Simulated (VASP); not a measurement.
Given:

```xyz
4
Lattice="3.6210 0.0000 0.0000 0.0000 3.6210 0.0000 0.0000 0.0000 3.6210" Properties=species:S:1:pos:R:3 pbc="T T T"
Fe     0.0000     0.0000     0.0000
Ni     0.0000     1.8105     1.8105
Ni     1.8105     0.0000     1.8105
Ni     1.8105     1.8105     0.0000
```
Starting moments (μB, in the order of the record's atoms Fe Ni Ni Ni): 3.0 0.7 0.7 0.7.

Calculation: PBE GGA, VASP's PBE PAW potentials (set 64) (plane waves; VASP). Numerical set-up: 400 eV cut-off, 7×7×7 Γ-centred mesh, first-order Methfessel-Paxton smearing of 0.10 eV, potentials Fe Ni.

Task: Estimate the cell moment, energy per atom (σ→0), pressure, band gap (on the k-mesh) with the smallest direct gap where there is one.

Result: 
```yaml
band gap (on the k-mesh): none (metal, semimetal or under 0.01 eV)
cell_moment: 5.04 μB
energy per atom (σ→0): -6.225 eV/atom
pressure: -10.78 GPa
```

Task: Give the moment on each site (PAW-sphere projection).

Result: 
```csv
site,moment (μB)
Fe1,3.00
Ni2,0.70
Ni3,0.70
Ni4,0.70
```

Total energies compare only between runs with the same potentials, cut-off and functional.

The compound is Ni3Fe in the L1_2 structure. The cell was not relaxed at this level.
